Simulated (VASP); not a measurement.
Given:

```yaml
crystal:
  lattice:
    - [4.30639, 0.00000, 0.00000]
    - [0.00000, 2.73106, 0.00000]
    - [0.00000, 0.00000, 24.46652]
  atoms:
    - { symbol: Os, position: [0.25000, 0.50000, 0.37038] }
    - { symbol: Os, position: [0.75000, 0.00000, 0.34406] }
    - { symbol: Os, position: [0.25000, 0.00000, 0.46641] }
    - { symbol: Os, position: [0.75000, 0.50000, 0.43508] }
    - { symbol: Os, position: [0.25000, 0.50000, 0.56492] }
    - { symbol: Os, position: [0.75000, 0.00000, 0.53359] }
    - { symbol: Os, position: [0.25000, 0.00000, 0.65594] }
    - { symbol: Os, position: [0.75000, 0.50000, 0.62962] }
```

Level of theory: PBEsol GGA, VASP's PBE PAW potentials (set 64) (plane waves; VASP 6.6.1). Settings: PREC = Normal, 400 eV cut-off, 7×10×1 Γ-centred mesh, first-order Methfessel-Paxton smearing of 0.10 eV, potentials Os.

Unless said otherwise, spin-orbit coupling is left out, though it shifts the bands of the heavy elements here.

Q: Estimate the energy per atom (σ→0), band gap (on the k-mesh) with the smallest direct gap where there is one.

A: 
| Item | Value |
|---|---|
| band gap (on the k-mesh) | none (metal, semimetal or under 0.01 eV) |
| energy per atom (σ→0) | -11.532 eV/atom |

Only differences to runs with the same potentials and settings are physical.

The cell is a thin slab with vacuum, built from Os (hcp): (100) face.
